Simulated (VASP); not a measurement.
Set up this calculation in VASP 6.6.1, as the native input.

```yaml
Task: relaxation of cell and atoms
Functional: PBEsol
Potentials_or_basis: VASP PAW PBE potentials, release 64 (Sn_d)
Cutoff: 600 eV
k_mesh: 10 × 10 × 10
Occupations: gaussian, width 0.03 eV
Spin: no spin polarisation
Further_INCAR_settings: ALGO = Normal; EDIFF = 1e-07; IBRION = 2; EDIFFG = -0.005; NSW = 90; ISIF = 3
```

The structure of Sn lies in POSCAR:

```
Sn                                      
1.0
    0.0000000000      3.2685833775      3.2685833775
    3.2685833775     -0.0000000000      3.2685833775
    3.2685833775      3.2685833775      0.0000000000
  Sn            
     2
Direct
     0.0000000000000000    0.0000000000000000    0.0000000000000000
     0.2500000000000000    0.2500000000000000    0.2500000000000000
```

This isn't the form of Sn at room conditions, which is tetragonal (white tin).

The input as run:

INCAR

```
SYSTEM = Sn
PREC = Accurate ; ENCUT = 600
EDIFF = 1E-7 ; ISMEAR = 0
SIGMA = 0.03 ; LREAL = .FALSE.
LASPH = .TRUE. ; NELM = 80
ALGO = Normal ; ISIF = 3
LWAVE = .FALSE. ; LCHARG = .FALSE.
GGA = PS ; IBRION = 2
NSW = 90 ; EDIFFG = -0.005
```

KPOINTS

```
Automatic mesh
0
G
  10 10 10
  0 0 0
```

Potentials or basis: VASP PAW PBE potentials, release 64 (Sn_d).

Run with:

```bash
$ cat potpaw_PBE.64/Sn_d/POTCAR > POTCAR
$ mpirun -np 1 vasp_std > vasp.out
```

It gave:

The pressure after relaxing is 0.0 GPa and the band gap on the k mesh is none (metal or under the smearing width).

Caveat: the relaxation stopped at its first step, so nothing moved; the PAW data sets were made with another functional, which shifts forces and pressure a little.

It took 27 s on 1 thread of Intel(R) Xeon(R) 6975P-C (Granite Rapids) (shared host), peak memory 0.26 GiB.
